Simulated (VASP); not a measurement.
Given:

```
CELL_PARAMETERS angstrom
      1.71347    -2.96782     0.00000
      1.71347     2.96782     0.00000
      0.00000     0.00000    11.18469
ATOMIC_POSITIONS crystal
  In 0.66667 0.33333 0.26320
  In 0.33333 0.66667 0.00125
  In 0.66667 0.33333 0.73993
  N  0.66667 0.33333 0.45860
  N  0.33333 0.66667 0.19357
  N  0.66667 0.33333 0.93222
  N  0.33333 0.66667 0.67124
  Al 0.33333 0.66667 0.50398
```

All values below come from PBEsol GGA, VASP's PBE PAW potentials (set 64) (plane waves; VASP). Settings: 520 eV cut-off, 8×8×3 Γ-centred mesh, tetrahedra with Blöchl corrections, potentials In_d N Al.

Question: What does the run give for the energy per atom (σ→0)?

Answer: 
```json
{
  "energy per atom (σ→0)": "-599.4 kJ/mol-atom"
}
```

Total energies compare only between runs with the same potentials, cut-off and functional.

The structure was generated: AlIn3N4 was put into an ordered model structure (P3m1), which need not be its known phase. It was relaxed first.
